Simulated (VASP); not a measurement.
Calculation: PBEsol GGA, VASP's PBE PAW potentials (set 64) (plane waves; VASP).

VASP input:

### KPOINTS
```
kpoints
0
gamma
 10 10 10
```

**POSCAR**
```
CaO
1.0
  0.0000000000   2.3559457302   2.3559457302
  2.3559457302   0.0000000000   2.3559457302
  2.3559457302   2.3559457302   0.0000000000
Ca O
1 1
Direct
  0.0000000000   0.0000000000   0.0000000000
  0.5000000000   0.5000000000   0.5000000000
```

**INCAR**
```
EDIFFG=-0.02   ! ionic stop
SIGMA=0.05
ALGO=Normal   ! blocked Davidson
LCHARG=F
ISIF=3   ! ions, shape and volume
SYSTEM=CaO
NELM=100   ! most electronic steps
LREAL=F   ! projection in real space or not
GGA=PS
IBRION=2   ! conjugate gradients
EDIFF=1E-6
PSTRESS=100   ! kbar
LASPH=T
ISMEAR=0   ! Gaussian
ENCUT=620
NSW=40   ! most ionic steps
LWAVE=F
PREC=Accurate
```

POTCAR, in this order: Ca_sv O (PBE.64 set). Program: vasp_std.

What VASP printed:

File OSZICAR:
```
       N       E                     dE             d eps       ncg     rms          rms(c)
DAV:   1     0.142765598984E+03    0.14277E+03   -0.96110E+03  1128   0.158E+03
DAV:   2    -0.734587822894E+01   -0.15011E+03   -0.14183E+03  1300   0.361E+02
DAV:   3    -0.146845235587E+02   -0.73386E+01   -0.72780E+01  1440   0.822E+01
DAV:   4    -0.149261582992E+02   -0.24163E+00   -0.24146E+00  1652   0.133E+01
DAV:   5    -0.149279076616E+02   -0.17494E-02   -0.17493E-02  1376   0.130E+00    0.808E+00
DAV:   6    -0.134594430470E+02    0.14685E+01   -0.73152E+00  1308   0.263E+01    0.348E+00
DAV:   7    -0.134104444879E+02    0.48999E-01   -0.60705E-01  1536   0.798E+00    0.169E+00
DAV:   8    -0.133981526198E+02    0.12292E-01   -0.70176E-02  1292   0.306E+00    0.382E-01
DAV:   9    -0.133961682116E+02    0.19844E-02   -0.19318E-02  1400   0.118E+00    0.130E-01
DAV:  10    -0.133963818284E+02   -0.21362E-03   -0.17285E-03  1264   0.470E-01    0.223E-02
DAV:  11    -0.133963927606E+02   -0.10932E-04   -0.14461E-04  1572   0.119E-01    0.159E-02
DAV:  12    -0.133963891174E+02    0.36432E-05   -0.14797E-05  1348   0.472E-02    0.349E-03
DAV:  13    -0.133963890742E+02    0.43211E-07   -0.17219E-06  1064   0.123E-02
   1 F= -.11764032E+02 E0= -.11764032E+02  d E =-.117640E+02
       N       E                     dE             d eps       ncg     rms          rms(c)
DAV:   1    -0.137010988365E+02   -0.30471E+00   -0.10201E+01  1224   0.393E+01    0.429E+00
DAV:   2    -0.133681471530E+02    0.33295E+00   -0.10925E+00  1204   0.107E+01    0.163E+00
DAV:   3    -0.133082085600E+02    0.59939E-01   -0.15299E-01  1880   0.545E+00    0.574E-01
DAV:   4    -0.133040337450E+02    0.41748E-02   -0.46527E-02  1756   0.204E+00    0.195E-01
DAV:   5    -0.133045639513E+02   -0.53021E-03   -0.54792E-04  1416   0.281E-01    0.174E-01
DAV:   6    -0.133075655417E+02   -0.30016E-02   -0.48939E-03  1804   0.387E-01    0.631E-02
DAV:   7    -0.133076112607E+02   -0.45719E-04   -0.57254E-05  1540   0.987E-02    0.201E-02
DAV:   8    -0.133076051316E+02    0.61291E-05   -0.54423E-06  1440   0.263E-02    0.403E-03
DAV:   9    -0.133076048838E+02    0.24787E-06   -0.28264E-06  1360   0.785E-03
   2 F= -.11769645E+02 E0= -.11769645E+02  d E =-.561312E-02
       N       E                     dE             d eps       ncg     rms          rms(c)
DAV:   1    -0.134271747811E+02   -0.11957E+00   -0.19051E+00  1216   0.174E+01    0.181E+00
DAV:   2    -0.133681785892E+02    0.58996E-01   -0.21534E-01  1256   0.465E+00    0.718E-01
DAV:   3    -0.133564914748E+02    0.11687E-01   -0.28151E-02  1892   0.229E+00    0.261E-01
DAV:   4    -0.133554867720E+02    0.10047E-02   -0.10151E-02  1756   0.940E-01    0.955E-02
DAV:   5    -0.133555147133E+02   -0.27941E-04   -0.10024E-04  1404   0.118E-01    0.937E-02
DAV:   6    -0.133559405197E+02   -0.42581E-03   -0.22927E-04  1808   0.935E-02    0.580E-02
DAV:   7    -0.133561035757E+02   -0.16306E-03   -0.35566E-04  1816   0.156E-01    0.134E-02
DAV:   8    -0.133561090698E+02   -0.54941E-05   -0.48329E-06  1548   0.244E-02    0.467E-03
DAV:   9    -0.133561097959E+02   -0.72613E-06   -0.27552E-06  1496   0.103E-02
   3 F= -.11778013E+02 E0= -.11778013E+02  d E =-.139810E-01
```

### OUTCAR
```
------------------------ aborting loop because EDIFF is reached ----------------------------------------
  FORCE on cell =-STRESS in cart. coord.  units (eV):
  Direction    XX          YY          ZZ          XY          YZ          ZX
  --------------------------------------------------------------------------------------
  Total        1.5786942      1.5786942      1.5786942      0.0000000      0.0000000     -0.0000000
  in kB      100.0378307    100.0378307    100.0378307      0.0000000      0.0000000     -0.0000000
  external PRESSURE =       0.0378307 kB  Pullay stress =     100.0000000 kB
  volume of cell :       25.28
      direct lattice vectors                 reciprocal lattice vectors
     0.000000000  2.329546813  2.329546813    -0.214634021  0.214634021  0.214634021
     2.329546813 -0.000000000  2.329546813     0.214634021 -0.214634021  0.214634021
     2.329546813  2.329546813 -0.000000000     0.214634021  0.214634021 -0.214634021
  FREE ENERGIE OF THE ION-ELECTRON SYSTEM (eV)
  ---------------------------------------------------
  free  energy   TOTEN  =       -13.3561097959 eV

  energy  without entropy=      -13.3561097959  energy(sigma->0) =      -13.35610980
  enthalpy is  TOTEN    =       -11.7780126301 eV   P V=        1.5780971658

 reached required accuracy - stopping structural energy minimisation
```
(Selected blocks of OUTCAR.)

File CONTCAR:
```
CaO
   1.00000000000000
     0.0000000000000000    2.3295468131824832    2.3295468131824832
     2.3295468131824832   -0.0000000000000000    2.3295468131824832
     2.3295468131824832    2.3295468131824832   -0.0000000000000000
  Ca              O
     1     1
Direct
     0.0000000000000000    0.0000000000000000    0.0000000000000000
     0.5000000000000000    0.5000000000000000    0.5000000000000000
```

Energy and stress use the plane-wave basis of the starting cell.

The structure was generated: CaO was put into the rock salt type (Fm-3m), which need not be its known phase. This run relaxes it under an external pressure of 10 GPa. Symmetry was kept, so distortions that lower it aren't found.
